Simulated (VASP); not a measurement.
The system is TaN.

```
Ta N
1.0
     0.00000    2.21132    2.21132
     2.21132    0.00000    2.21132
     2.21132    2.21132    0.00000
Ta N
1 1
Direct
  0.50000 0.50000 0.50000
  0.00000 0.00000 0.00000
```

The cell comes from a database or a generator and needn't be the stable form of this composition.

| Item | Value |
| --- | --- |
| Program | VASP 6.6.1 |
| Task | relaxation of cell and atoms |
| Functional | PBEsol |
| Potentials or basis | VASP PAW PBE potentials, release 64 (Ta_pv, N_s) |
| Cutoff | 480 eV |
| k mesh | 16 × 16 × 16 |
| Occupations | gaussian, width 0.1 eV |
| Spin | no spin polarisation |

At the start: pressure -9.8 GPa; volume 10.81 Å³/atom.

Problem. Where does the relaxation end?

Solution. Over 4 steps the energy falls by 9.7 meV/atom and the volume is 10.50 Å³/atom (-2.9 %); space group Fm-3m (No. 225, to 0.05 Å).

The path:
```
step  energy change (eV)  largest force (eV/Å)  pressure (GPa)  volume (Å³)
   1              0.0000                0.0000           -9.76        21.63
   2              0.0949                0.0000           28.27        19.63
   3             -0.0194                0.0000           -0.25        21.02
   4             -0.0194                0.0000           -0.02        21.01
```

Final structure:
```xyz
2
Lattice="0.0000 2.1901 2.1901 2.1901 0.0000 2.1901 2.1901 2.1901 0.0000" Properties=species:S:1:pos:R:3 pbc="T T T"
Ta    2.1901    2.1901    2.1901
N     2.1901    4.3801    2.1901
```

Caveat: the PAW data sets were made with another functional, which shifts forces and pressure a little.
